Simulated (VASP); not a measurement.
Consider the following.

```yaml
crystal:
  lattice:
    - [2.88000, 0.00000, 0.00000]
    - [0.00000, 2.88000, 0.00000]
    - [0.00000, 0.00000, 2.88000]
  atoms:
    - { symbol: Ga, position: [0.50000, 0.50000, 0.50000] }
    - { symbol: Co, position: [0.00000, 0.00000, 0.00000] }
```

The numbers are results of PBE GGA + U (Dudarev), VASP's PBE PAW potentials (set 64) (plane waves; VASP 6.6.1), not measurements. Run with 400 eV cut-off, 11×11×11 Γ-centred mesh, first-order Methfessel-Paxton smearing of 0.10 eV, potentials Ga_d Co, U − J: Co 3.00 eV.

### Question
Give the stress tensor in GPa (positive for a compressed cell).

### Answer

```
-4.52   0.00   0.00
 0.00  -4.52   0.00
 0.00   0.00  -4.52
```
The pressure is its mean diagonal, -4.52 GPa.

The compound is CoGa in the CsCl type structure. The cell was not relaxed at this level. The run is one of a series of settings (LDAU = .TRUE., LDAUJ = 0 0, LDAUL = -1 2, LDAUTYPE = 2, LDAUU = 0 3.0 against the base run), some of them coarse on purpose. The run is not spin-polarised, so no magnetic state was tried.
